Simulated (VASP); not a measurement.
Input of a VASP 6.6.1 run:

File INCAR:

```
SYSTEM = LaS
PREC = Accurate ; ENCUT = 520
EDIFF = 1E-6 ; ISMEAR = -1
SIGMA = 0.1 ; LREAL = .False.
LASPH = .True. ; NELM = 100
ALGO = Normal ; ISIF = 2
LWAVE = .False. ; LCHARG = .False.
GGA = CA ; NBANDS = 16
```

File KPOINTS:

```
regular mesh
0
Gamma
  7 7 7
  0 0 0
```

The input POSCAR:

```
LaS
1.0
    0.0000000000      2.9270000000      2.9270000000
    2.9270000000      0.0000000000      2.9270000000
    2.9270000000      2.9270000000      0.0000000000
La S
1 1
Direct
    0.0000000000      0.0000000000      0.0000000000
    0.5000000000      0.5000000000      0.5000000000
```

Potentials or basis: VASP PAW LDA potentials, release 64 (La, S).

Command:

```bash
$ cat potpaw_LDA.64/La/POTCAR potpaw_LDA.64/S/POTCAR > POTCAR
$ mpirun -np 1 vasp_std > vasp.out
```

Q: Predict the band gap on the k mesh.

A: None (metal or under the smearing width).

Q: Estimate the pressure.

A: -3.7 GPa.

Spin-orbit coupling is left out, which matters for the levels of La.
